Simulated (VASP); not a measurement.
All values below come from r2SCAN meta-GGA, VASP's PBE PAW potentials (set 64) (plane waves; VASP).

A VASP calculation is set up with these files.

### POSCAR
```
CuAu
1
    2.8243042298     0.0000000000     0.0000000000
    0.0000000000     2.8243042298    -0.0000000000
    0.0000000000     0.0000000000     3.5329084820
Cu Au
1 1
Direct
  0.0000000000   0.0000000000   0.0000000000
  0.5000000000   0.5000000000   0.5000000000
```

### INCAR
```
SYSTEM=CuAu
PREC=Accurate; ENCUT=480; LREAL=.FALSE.
LASPH=.TRUE.
EDIFF=1E-7; NELM=100; ALGO=Normal
LMAXMIX=6; LMIXTAU=.TRUE.
ISMEAR=1; SIGMA=0.1
METAGGA=R2SCAN
ISIF=2
LWAVE=.FALSE.; LCHARG=.FALSE.
```

**KPOINTS**
```
kpoints
0
gamma
 12 12 10
0 0 0
```

POTCAR, in this order: Cu Au (PBE.64 set). Program: vasp_std.

The resulting files:

### OSZICAR
```
       N       E                     dE             d eps       ncg     rms          rms(c)
DAV:   1     0.703858154995E+02    0.70386E+02   -0.11274E+04  5287   0.205E+03
DAV:   2    -0.633270353128E+02   -0.13371E+03   -0.12763E+03  5173   0.335E+02
DAV:   3    -0.677503885935E+02   -0.44234E+01   -0.43553E+01  6346   0.723E+01
DAV:   4    -0.678014177082E+02   -0.51029E-01   -0.51012E-01  5865   0.647E+00
DAV:   5    -0.678030661337E+02   -0.16484E-02   -0.16484E-02  7539   0.128E+00    0.126E+01
DAV:   6    -0.620238469628E+02    0.57792E+01   -0.13861E+01  5237   0.994E+01    0.687E+00
DAV:   7    -0.615561568117E+02    0.46769E+00   -0.38290E+00  5824   0.919E+01    0.599E+00
DAV:   8    -0.615277287072E+02    0.28428E-01   -0.19209E-01  7668   0.122E+01    0.311E+00
DAV:   9    -0.615308870143E+02   -0.31583E-02   -0.45348E-02  6668   0.443E+00    0.384E-01
DAV:  10    -0.615308982176E+02   -0.11203E-04   -0.15059E-02  5834   0.188E+00    0.892E-02
DAV:  11    -0.615332185027E+02   -0.23203E-02   -0.47205E-03  5653   0.114E+00    0.784E-02
DAV:  12    -0.615338333498E+02   -0.61485E-03   -0.54596E-04  6706   0.331E-01    0.473E-02
DAV:  13    -0.615338138236E+02    0.19526E-04   -0.15462E-04  6771   0.269E-01    0.701E-03
DAV:  14    -0.615338325753E+02   -0.18752E-04   -0.12742E-05  5604   0.503E-02    0.161E-03
DAV:  15    -0.615338331660E+02   -0.59069E-06   -0.40702E-07  6330   0.700E-03    0.158E-03
DAV:  16    -0.615338330449E+02    0.12108E-06   -0.47677E-07  6328   0.102E-02    0.143E-03
DAV:  17    -0.615338332770E+02   -0.23207E-06   -0.13672E-07  4095   0.677E-03    0.204E-04
DAV:  18    -0.615338332733E+02    0.36598E-08   -0.14519E-08  2975   0.169E-03
   1 F= -.61533833E+02 E0= -.61533794E+02  d E =-.119066E-03
```

**OUTCAR**
```
------------------------ aborting loop because EDIFF is reached ----------------------------------------
  FORCE on cell =-STRESS in cart. coord.  units (eV):
  Direction    XX          YY          ZZ          XY          YZ          ZX
  --------------------------------------------------------------------------------------
  Total        1.0703747      1.0703747      0.8503549      0.0000000     -0.0000000      0.0000000
  in kB       60.8542742     60.8542742     48.3454312      0.0000000     -0.0000000      0.0000000
  external PRESSURE =      56.6846599 kB  Pullay stress =       0.0000000 kB
  volume of cell :       28.18
      direct lattice vectors                 reciprocal lattice vectors
     2.824304230  0.000000000  0.000000000     0.354069505  0.000000000  0.000000000
     0.000000000  2.824304230  0.000000000     0.000000000  0.354069505  0.000000000
     0.000000000  0.000000000  3.532908482     0.000000000  0.000000000  0.283052902
 POSITION                                       TOTAL-FORCE (eV/Angst)
 -----------------------------------------------------------------------------------
      0.00000      0.00000      0.00000         0.000000      0.000000      0.000000
      1.41215      1.41215      1.76645         0.000000      0.000000      0.000000
 -----------------------------------------------------------------------------------
    total drift:                               -0.000000      0.000000      0.000000
  FREE ENERGIE OF THE ION-ELECTRON SYSTEM (eV)
  ---------------------------------------------------
  free  energy   TOTEN  =       -61.5338332733 eV

  energy  without entropy=      -61.5337142078  energy(sigma->0) =      -61.53379358
```
(Selected blocks of OUTCAR.)

### OUTCAR
```
 val. band max:        8.9538306939   @ k =   0.3333   0.0000   0.4000

 cond. band min:       9.0813878243   @ k =   0.4167   0.0000   0.4000


 Fermi energy:         9.0648528695

 k-point     1 :       0.0000    0.0000    0.0000
  band No.  band energies     occupation
      1      -1.2921      2.00000
      2       1.9929      2.00000
      3       2.1414      2.00000
      4       4.6042      2.00000
      5       4.6042      2.00000
      6       5.6120      2.00000
      7       6.0998      2.00000
      8       6.7687      2.00000
      9       7.2114      2.00000
     10       7.4552      2.00000
     11       7.4552      2.00000
     12      12.0190      0.00000
     13      18.7509      0.00000
     14      19.1378      0.00000
     15      19.1378      0.00000

 k-point     2 :       0.0833    0.0000    0.0000
  band No.  band energies     occupation
      1      -1.1252      2.00000
      2       2.0766      2.00000
      3       2.2326      2.00000
      4       4.5157      2.00000
      5       4.6446      2.00000
      6       5.5458      2.00000
      7       6.1233      2.00000
      8       6.7548      2.00000
      9       7.1329      2.00000
     10       7.2300      2.00000
     11       7.4167      2.00000
     12      12.4669      0.00000
     13      17.7284      0.00000
     14      19.1202      0.00000
     15      19.4317      0.00000

 k-point     3 :       0.1667    0.0000    0.0000
  band No.  band energies     occupation
      1      -0.6465      2.00000
      2       2.2572      2.00000
      3       2.5545      2.00000
      4       4.2664      2.00000
      5       4.7616      2.00000
      6       5.3593      2.00000
      7       6.1638      2.00000
      8       6.7413      2.00000
      9       6.7757      2.00000
     10       6.9426      2.00000
     11       7.3050      2.00000
     12      13.5820      0.00000
     13      15.6465      0.00000
     14      19.1160      0.00000
     15      20.2629      0.00000
...
```

Unless said otherwise, spin-orbit coupling is left out, though it shifts the bands of the heavy elements here.

The compound is CuAu in the L1_0 structure. This cell was strained or had an atom moved on purpose.
